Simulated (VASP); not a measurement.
Write the native input for VASP 6.6.1 that does the following.

| Quantity | Value |
| --- | --- |
| Task | single point |
| Functional | PBE |
| Potentials or basis | VASP PAW PBE potentials, release 64 (Zn, Mo_sv) |
| Cutoff | 520 eV |
| k mesh | 10 × 10 × 10 |
| Occupations | gaussian, width 0.1 eV |
| Spin | no spin polarisation |
| Dipole correction | no |
| Further INCAR settings | ALGO = Normal; EDIFF = 1e-06; NBANDS = 35 |

The structure of ZnMo3 lies in POSCAR:

```
ZnMo3
1.0
    3.8482817148      0.0000000000      0.0000000000
    0.0000000000      3.8482817148      0.0000000000
    0.0000000000      0.0000000000      3.8482817148
Zn Mo
1 3
Direct
    0.0000000000      0.0000000000      0.0000000000
    0.0000000000      0.5000000000      0.5000000000
    0.5000000000      0.0000000000      0.5000000000
    0.5000000000      0.5000000000      0.0000000000
```

The cell comes from a database or a generator and needn't be the stable form of this composition.

The cell isn't the ideal one: strained and moved within the space group.

The input as run:

INCAR

```
  ALGO = Normal
  EDIFF = 1E-6
  ENCUT = 520
  GGA = PE
  ISIF = 2
  ISMEAR = 0
  LASPH = T
  LCHARG = F
  LREAL = F
  LWAVE = F
  NBANDS = 35
  NELM = 100
  PREC = Accurate
  SIGMA = 0.1
```

KPOINTS

```
k-points
0
Gamma
  10 10 10
```

Potentials or basis: VASP PAW PBE potentials, release 64 (Zn, Mo_sv).

Launch:

```console
$ cat potpaw_PBE.64/Zn/POTCAR potpaw_PBE.64/Mo_sv/POTCAR > POTCAR
$ mpirun -np 1 vasp_std > vasp.out
```

It gave:

```yaml
Pressure: 17.1 GPa
Band_gap_on_the_k_mesh: none (metal or under the smearing width)
```

Caveat: so large a pressure means that the cell lies far from this level's equilibrium, or that cutoff or potentials fall short.

Wall time 51 s on 1 thread of Intel(R) Xeon(R) 6975P-C (Granite Rapids), on a shared host, peak memory 0.23 GiB.
